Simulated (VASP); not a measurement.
A convergence study with VASP on HfC (space group no. 225 when undisturbed): one setting is varied, all else stays as given below, so the limit is that of these other settings. One atom is moved off its site, so that forces are finite.

```yaml
crystal:
  lattice:
    - [0.00000, 2.33160, 2.33160]
    - [2.33160, 0.00000, 2.33160]
    - [2.33160, 2.33160, 0.00000]
  atoms:
    - { symbol: Hf, position: [0.01072, 0.01072, 0.98928] }
    - { symbol: C, position: [0.50000, 0.50000, 0.50000] }
```

Level of theory: LDA (Ceperley-Alder, Perdew-Zunger), VASP's LDA PAW potentials (set 64) (plane waves; VASP). The tightest run used: 960 eV cut-off, 12×12×12 Γ-centred mesh, Fermi-Dirac smearing of 0.10 eV, potentials Hf_pv C.

**Question.** The settings run are ENCUT = 140; ENCUT = 160; ENCUT = 180; ENCUT = 200; ENCUT = 220; ENCUT = 240; ENCUT = 280; ENCUT = 320; ENCUT = 360; ENCUT = 440; ENCUT = 480; ENCUT = 540; ENCUT = 600; ENCUT = 700; ENCUT = 800; ENCUT = 960. From which on does the stress (every component) stay within 0.5 GPa of the tightest run?

**Answer.** From ENCUT = 440 on: it is off by 0.24 there and by no more than 0.5 in any finer run, while ENCUT = 360 is off by 2.24.
```json
[
 {"setting": "ENCUT = 140", "E (eV/atom)": "-11.7499", "pressure (GPa)": "-86.41", "largest force (eV/Å)": "0.588", "plane waves": "113", "difference judged (GPa)": "73.36"},
 {"setting": "ENCUT = 160", "E (eV/atom)": "-11.6544", "pressure (GPa)": "-57.48", "largest force (eV/Å)": "0.571", "plane waves": "125", "difference judged (GPa)": "44.31"},
 {"setting": "ENCUT = 180", "E (eV/atom)": "-11.5901", "pressure (GPa)": "-43.41", "largest force (eV/Å)": "0.452", "plane waves": "150", "difference judged (GPa)": "30.20"},
 {"setting": "ENCUT = 200", "E (eV/atom)": "-11.4909", "pressure (GPa)": "-36.74", "largest force (eV/Å)": "0.369", "plane waves": "172", "difference judged (GPa)": "23.56"},
 {"setting": "ENCUT = 220", "E (eV/atom)": "-11.4461", "pressure (GPa)": "-32.40", "largest force (eV/Å)": "0.335", "plane waves": "200", "difference judged (GPa)": "19.22"},
 {"setting": "ENCUT = 240", "E (eV/atom)": "-11.4473", "pressure (GPa)": "-28.45", "largest force (eV/Å)": "0.333", "plane waves": "222", "difference judged (GPa)": "15.26"},
 {"setting": "ENCUT = 280", "E (eV/atom)": "-11.4245", "pressure (GPa)": "-21.97", "largest force (eV/Å)": "0.327", "plane waves": "290", "difference judged (GPa)": "8.76"},
 {"setting": "ENCUT = 320", "E (eV/atom)": "-11.4198", "pressure (GPa)": "-17.93", "largest force (eV/Å)": "0.328", "plane waves": "343", "difference judged (GPa)": "4.71"},
 {"setting": "ENCUT = 360", "E (eV/atom)": "-11.4160", "pressure (GPa)": "-15.45", "largest force (eV/Å)": "0.336", "plane waves": "411", "difference judged (GPa)": "2.24"},
 {"setting": "ENCUT = 440", "E (eV/atom)": "-11.4142", "pressure (GPa)": "-13.45", "largest force (eV/Å)": "0.338", "plane waves": "544", "difference judged (GPa)": "0.24"},
 {"setting": "ENCUT = 480", "E (eV/atom)": "-11.4132", "pressure (GPa)": "-13.23", "largest force (eV/Å)": "0.339", "plane waves": "620", "difference judged (GPa)": "0.02"},
 {"setting": "ENCUT = 540", "E (eV/atom)": "-11.4129", "pressure (GPa)": "-13.21", "largest force (eV/Å)": "0.338", "plane waves": "745", "difference judged (GPa)": "0.01"},
 {"setting": "ENCUT = 600", "E (eV/atom)": "-11.4135", "pressure (GPa)": "-13.29", "largest force (eV/Å)": "0.339", "plane waves": "881", "difference judged (GPa)": "0.08"},
 {"setting": "ENCUT = 700", "E (eV/atom)": "-11.4149", "pressure (GPa)": "-13.33", "largest force (eV/Å)": "0.339", "plane waves": "1090", "difference judged (GPa)": "0.11"},
 {"setting": "ENCUT = 800", "E (eV/atom)": "-11.4155", "pressure (GPa)": "-13.27", "largest force (eV/Å)": "0.339", "plane waves": "1319", "difference judged (GPa)": "0.05"},
 {"setting": "ENCUT = 960", "E (eV/atom)": "-11.4156", "pressure (GPa)": "-13.22", "largest force (eV/Å)": "0.339", "plane waves": "1736", "difference judged (GPa)": "0.00"}
]
```

Left out are rungs that failed or repeat a setting and relaxations that didn't move; long series are thinned to 24 rows.

The structure is a typed HfC crystal (space group no. 225). The cell was not relaxed at this level, it is distorted from the ideal structure.
